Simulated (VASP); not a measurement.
```
Ir
1.0
    0.00000     1.99312     1.99312
    1.99312     0.00000     1.99312
    1.99312     1.99312     0.00000
Ir
1
Direct
  0.00000   0.00000   0.00000
```

The numbers are results of vdW-DF2, VASP's PBE PAW potentials (set 64) (plane waves; VASP), not measurements. Run with 520 eV cut-off, Gaussian smearing of 0.050 eV, potentials Ir.

Unless said otherwise, spin-orbit coupling is left out, though it shifts the bands of the heavy elements here.

Problem. What does the run give for the band gap (along the path) with the smallest direct gap where there is one?

Solution. 
```
Item                                                          Value
-------------------------  ----------------------------------------
band gap (along the path)  none (metal, semimetal or under 0.01 eV)
```

The compound is Ir in the fcc structure. It was relaxed first, which changed the volume by +12 %.
